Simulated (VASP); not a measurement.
These are PBE GGA, VASP's PBE PAW potentials (set 64) (plane waves; VASP) values and carry that method's errors.

VASP ran on this input.

**POSCAR**
```
LiTc3
1
    3.7588700000     0.0000000000     0.0000000000
    0.0000000000     3.7588700000     0.0000000000
    0.0000000000     0.0000000000     3.7588700000
Tc Li
3 1
Direct
  0.0000000000   0.5000000000   0.5000000000
  0.5000000000   0.5000000000   0.0000000000
  0.5000000000   0.0000000000   0.5000000000
  0.0000000000   0.0000000000   0.0000000000
```

### INCAR
```
SYSTEM=LiTc3
LMAXMIX=4   # l cut-off of mixed one-centre charges
ISIF=2
SIGMA=0.1
EDIFF=1E-6
LCHARG=.FALSE.
LASPH=.TRUE.   # aspherical one-centre terms
ISMEAR=0
GGA=PE   # PBE
LREAL=.FALSE.   # projection in real space or not
NELM=100   # most electronic steps
LWAVE=.FALSE.
ENCUT=400   # plane-wave cut-off (eV)
PREC=Accurate
ALGO=Normal
```

### KPOINTS
```
kpoints
0
gamma
 7 7 7
0 0 0
```

POTCAR, in this order: Tc_pv Li_sv (PBE.64 set). Program: vasp_std.

What will the output report for the number of irreducible k-points (NKPTS), largest plane-wave count, number of space-group operations, FFT grid (NGX, NGY, NGZ)?

- number of irreducible k-points (NKPTS): 20
- largest plane-wave count: 974
- number of space-group operations: 48
- FFT grid (NGX, NGY, NGZ): 28 × 28 × 28

The structure was generated: LiTc3 was put into an ordered model structure, which need not be its known phase. The cell was not relaxed at this level.
